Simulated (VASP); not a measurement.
# Cr (relaxed from the simple-cubic structure, space group Pm-3m): computed properties

Method: r2SCAN meta-GGA, VASP's PBE PAW potentials (set 64) (plane waves; VASP).

```json
{
  "space_group": "Pm-3m (221)",
  "cell": "a = 2.318 Å, b = 2.318 Å, c = 2.318 Å, α = 90.00°, β = 90.00°, γ = 90.00°",
  "volume_per_atom": "12.46 Å³/atom",
  "band gap (over mesh and band path)": "none (metal, semimetal or under 0.01 eV)",
  "cell_moment": "0.00 μB",
  "density": "6.93 g/cm³"
}
```

```xyz
1
Lattice="2.3183 0.0000 0.0000 0.0000 2.3183 0.0000 0.0000 0.0000 2.3183" Properties=species:S:1:pos:R:3 pbc="T T T"
Cr     0.0000     0.0000     0.0000
```
Starting moments (μB, in the order of the record's atoms Cr): 0.2.

The moments were started parallel, and other spin orders were not tried in this run.

The structure was generated: Cr was put into the simple-cubic type (Pm-3m), which need not be its known phase. It was relaxed first, which changed the volume by -7 %. Symmetry was kept, so distortions that lower it aren't found.
